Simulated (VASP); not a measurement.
Data:

```xyz
3
Lattice="0.0000 3.0338 3.0338 3.0338 0.0000 3.0338 3.0338 3.0338 0.0000" Properties=species:S:1:pos:R:3 pbc="T T T"
Pb     6.0675     6.0675     6.0675
F      1.5169     1.5169     1.5169
F      4.5506     4.5506     4.5506
```

The numbers are results of TPSS meta-GGA, VASP's PBE PAW potentials (set 64) (plane waves; VASP), not measurements. Settings: 520 eV cut-off, 7×7×7 Γ-centred mesh, Gaussian smearing of 0.050 eV, potentials Pb_d F.

### Question
Estimate the energy per atom (σ→0), pressure.

### Answer

```json
{
 "energy per atom (σ→0)": "-6.323 eV/atom",
 "pressure": "-3.68 GPa"
}
```

Only differences to runs with the same potentials and settings are physical.

The compound is PbF2 in the fluorite structure, the β form. This cell is one point of a volume scan, at 1.06 of the reference volume.
